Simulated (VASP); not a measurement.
Computed with PBEsol GGA, VASP's PBE PAW potentials (set 64) (plane waves; VASP).

VASP ran on this input.

File POSCAR:
```
Pd2Rh2
1
    0.0000000000     1.9115579138     1.9115579138
    1.9115579138     0.0000000000     1.9115579138
    7.6355031943     7.6355031943     0.0107284607
Rh Pd
2 2
Direct
  0.9926392301   0.9926392301   0.0055205774
  0.0073607699   0.0073607699   0.2444794226
  0.0051314421   0.0051314421   0.4961514184
  0.9948685579   0.9948685579   0.7538485816
```

**INCAR**
```
ALGO  =  Normal
EDIFF  =  1E-7
ENCUT  =  400
GGA  =  PS
ISIF  =  2
ISMEAR  =  -5
LASPH  =  .TRUE.
LCHARG  =  .TRUE.
LEFG  =  .TRUE.
LMAXMIX  =  4
LORBIT  =  11
LREAL  =  .FALSE.
LWAVE  =  .FALSE.
NEDOS  =  601
NELM  =  100
PREC  =  Accurate
SYSTEM  =  Pd2Rh2
```

**KPOINTS**
```
Regular mesh
0
gamma
  15 15 4
0 0 0
```

POTCAR, in this order: Rh_pv Pd (PBE.64 set). Program: vasp_std.

Output

File OSZICAR:
```
       N       E                     dE             d eps       ncg     rms          rms(c)
DAV:   1     0.428739430173E+03    0.42874E+03   -0.25131E+04 15928   0.148E+03
DAV:   2    -0.178039651722E+02   -0.44654E+03   -0.43152E+03 16418   0.444E+02
DAV:   3    -0.300389389244E+02   -0.12235E+02   -0.11943E+02 15924   0.810E+01
DAV:   4    -0.301640236722E+02   -0.12508E+00   -0.12489E+00 15766   0.808E+00
DAV:   5    -0.301662523974E+02   -0.22287E-02   -0.22259E-02 16096   0.112E+00    0.207E+01
DAV:   6    -0.286976640652E+02    0.14686E+01   -0.89552E+00 16020   0.239E+01    0.114E+01
DAV:   7    -0.309762067108E+02   -0.22785E+01   -0.19957E+01 16024   0.398E+01    0.152E+01
DAV:   8    -0.285732816428E+02    0.24029E+01   -0.20332E+00 16064   0.169E+01    0.661E+00
DAV:   9    -0.281723959442E+02    0.40089E+00   -0.22988E+00 15954   0.151E+01    0.360E+00
DAV:  10    -0.280789876319E+02    0.93408E-01   -0.67290E-01 15864   0.674E+00    0.114E+00
DAV:  11    -0.280697721567E+02    0.92155E-02   -0.24062E-02 15558   0.131E+00    0.338E-01
DAV:  12    -0.280696033129E+02    0.16884E-03   -0.28098E-03 15928   0.349E-01    0.163E-01
DAV:  13    -0.280700373824E+02   -0.43407E-03   -0.10966E-03 16266   0.268E-01    0.502E-02
DAV:  14    -0.280699740880E+02    0.63294E-04   -0.51893E-05 15138   0.623E-02    0.238E-02
DAV:  15    -0.280699258531E+02    0.48235E-04   -0.92813E-06 15932   0.266E-02    0.916E-03
DAV:  16    -0.280698816258E+02    0.44227E-04   -0.42973E-06 16086   0.165E-02    0.322E-03
DAV:  17    -0.280698869929E+02   -0.53671E-05   -0.23084E-07  8480   0.450E-03    0.143E-03
DAV:  18    -0.280698919259E+02   -0.49331E-05   -0.60109E-08  7896   0.184E-03    0.217E-04
DAV:  19    -0.280698919596E+02   -0.33660E-07   -0.38282E-09  7548   0.438E-04
   1 F= -.28069892E+02 E0= -.28069892E+02  d E =0.000000E+00
```

OUTCAR:
```
------------------------ aborting loop because EDIFF is reached ----------------------------------------
  FORCE on cell =-STRESS in cart. coord.  units (eV):
  Direction    XX          YY          ZZ          XY          YZ          ZX
  --------------------------------------------------------------------------------------
  Total        0.1022327      0.1022327      0.1022327     -0.0600817      0.0600817      0.0600817
  in kB        2.9374002      2.9374002      2.9374002     -1.7262958      1.7262958      1.7262958
  external PRESSURE =       2.9374002 kB  Pullay stress =       0.0000000 kB
  volume of cell :       55.76
      direct lattice vectors                 reciprocal lattice vectors
     0.000000000  1.911557914  1.911557914    -0.261750644  0.261382865  0.261750644
     1.911557914  0.000000000  1.911557914     0.261382865 -0.261750644  0.261750644
     7.635503194  7.635503194  0.010728461     0.065529606  0.065529606 -0.065529606
 POSITION                                       TOTAL-FORCE (eV/Angst)
 -----------------------------------------------------------------------------------
      1.93964      1.93964      3.79503         0.020476      0.020476     -0.020476
      1.88079      1.88079      0.03076        -0.020476     -0.020476      0.020476
      3.79817      3.79817      0.02494        -0.000571     -0.000571      0.000571
      7.65776      7.65776      3.81159         0.000571      0.000571     -0.000571
 -----------------------------------------------------------------------------------
    total drift:                               -0.000000     -0.000000     -0.000000
  FREE ENERGIE OF THE ION-ELECTRON SYSTEM (eV)
  ---------------------------------------------------
  free  energy   TOTEN  =       -28.0698919596 eV

  energy  without entropy=      -28.0698919596  energy(sigma->0) =      -28.06989196

 total charge

# of ion       s       p       d       tot
------------------------------------------
    1        0.407   6.299   7.060  13.766
    2        0.407   6.299   7.060  13.766
    3        0.513   0.548   8.483   9.545
    4        0.513   0.548   8.483   9.545
--------------------------------------------------
tot          1.840  13.695  31.087  46.622
```
(Selected blocks of OUTCAR.)

For a metal the tetrahedron method with Blöchl corrections gives inexact stress and forces.

The structure was generated: Pd2Rh2 was put into an ordered model structure (R-3m), which need not be its known phase. It was relaxed first.
